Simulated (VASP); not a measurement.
Input:

```yaml
crystal:
  lattice:
    - [2.92718, 0.00000, 0.00000]
    - [-1.46359, 2.53501, 0.00000]
    - [0.00000, 0.00000, 4.61951]
  atoms:
    - { symbol: Ti, position: [0.33333, 0.66667, 0.25000] }
    - { symbol: Ti, position: [0.66667, 0.33333, 0.75000] }
```

Method: r2SCAN+rVV10, VASP's PBE PAW potentials (set 64) (plane waves; VASP). Numerical set-up: 400 eV cut-off, 16×16×9 Γ-centred mesh, tetrahedra with Blöchl corrections, potentials Ti_sv.

Give the energies of bands 9 to 15 at the high-symmetry points, in eV from the Fermi level.

| band | Γ | M | K | A | L | H |
|---|---|---|---|---|---|---|
| 9 | -6.65 | -2.56 | -1.81 | -4.69 | -2.73 | -1.40 |
| 10 | -2.91 | -2.35 | -1.60 | -4.69 | -2.73 | -1.40 |
| 11 | 0.60 | -1.99 | -1.60 | 0.06 | -0.90 | -1.12 |
| 12 | 0.85 | -0.87 | -1.48 | 0.06 | -0.90 | -1.12 |
| 13 | 0.85 | 0.58 | 0.28 | 0.76 | 1.25 | -0.36 |
| 14 | 0.99 | 0.70 | 0.28 | 0.76 | 1.25 | -0.36 |
| 15 | 1.40 | 1.28 | 1.67 | 0.76 | 1.91 | 1.86 |

It has no gap at this level: it comes out as a metal or semimetal.

The structure comes from a measured Ti entry (P6_3/mmc) of the Crystallography Open Database, whose conditions weren't checked. It was relaxed first.
